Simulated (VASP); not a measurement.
Input:

```yaml
crystal:
  lattice:
    - [0.00000, 2.14630, 2.14630]
    - [2.14630, 0.00000, 2.14630]
    - [2.14630, 2.14630, 0.00000]
  atoms:
    - { symbol: Ti, position: [0.00000, 0.00000, 0.00000] }
    - { symbol: C, position: [0.50000, 0.50000, 0.50000] }
```

All values below come from PBE GGA with D3 dispersion (Becke-Johnson damping), VASP's PBE PAW potentials (set 64) (plane waves; VASP). Run with 520 eV cut-off, Gaussian smearing of 0.050 eV, potentials Ti_sv C.

**Question.** What does the run give for the band gap (along the path) with the smallest direct gap where there is one?

**Answer.** 
The band gap (along the path) is none (metal, semimetal or under 0.01 eV).

The absolute energy has meaning only against runs of the same code, potentials and settings.

The compound is TiC in the rock salt structure. It was relaxed first.
